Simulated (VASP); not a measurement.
Wanted: the native input for a VASP 6.6.1 run.

| Quantity | Value |
| --- | --- |
| Task | single point |
| Functional | PBE |
| Potentials or basis | VASP PAW PBE potentials, release 64 (Y_sv, Si, F) |
| Cutoff | 520 eV |
| k mesh | 6 × 6 × 4 |
| Occupations | gaussian, width 0.1 eV |
| Spin | no spin polarisation |
| Dipole correction | no |
| Further INCAR settings | ALGO = Normal; EDIFF = 1e-06; NBANDS = 22 |

The structure of YSiF2 lies in POSCAR:

```
YSiF2
1.0
    3.6636967900      0.0000000000      0.0000000000
   -1.8318484000      3.1728544900      0.0000000000
    0.0000000000      0.0000000000      5.0148314600
Y Si F
1 1 2
Direct
    0.0000000000      0.0000000000      0.5000000000
    0.0000000000      0.0000000000      0.0000000000
    0.3333333300      0.6666666700      0.2354696200
    0.6666666700      0.3333333300      0.7645303800
```

The cell was built by a generator and needn't be a form met in nature.

The cell isn't the ideal one: species swapped into the Sn2PdAu type (P-3m1, No. 164).

The input as run:

INCAR

```
SYSTEM = YSiF2
  PREC = Accurate
  ENCUT = 520
  EDIFF = 1E-6
  ISMEAR = 0
  SIGMA = 0.1
  LREAL = .False.
  LASPH = .True.
  NELM = 100
  ALGO = Normal
  ISIF = 2
  LWAVE = .False.
  LCHARG = .True.
  GGA = PE
  LELF = .True.
  LVHAR = .True.
  NBANDS = 22
```

KPOINTS

```
Automatic mesh
0
Gamma
  6 6 4
  0 0 0
```

Potentials or basis: VASP PAW PBE potentials, release 64 (Y_sv, Si, F).

Run with:

```sh
$ cat potpaw_PBE.64/Y_sv/POTCAR potpaw_PBE.64/Si/POTCAR potpaw_PBE.64/F/POTCAR > POTCAR
$ mpirun -np 1 vasp_std > vasp.out
```

It gave:

```json
{
  "Pressure": "22.4 GPa",
  "Largest force": "2.004 eV/Å",
  "Band gap on the k mesh": "none (metal or under the smearing width)"
}
```

Caveat: so large a pressure means that the cell lies far from this level's equilibrium, or that cutoff or potentials fall short; an odd number of electrons without spin polarisation forces a metal; a magnetic or distorted state may lie lower.

Wall time 16 s on 1 thread of Intel(R) Xeon(R) 6975P-C (Granite Rapids), on a shared host, peak memory 0.2 GiB.
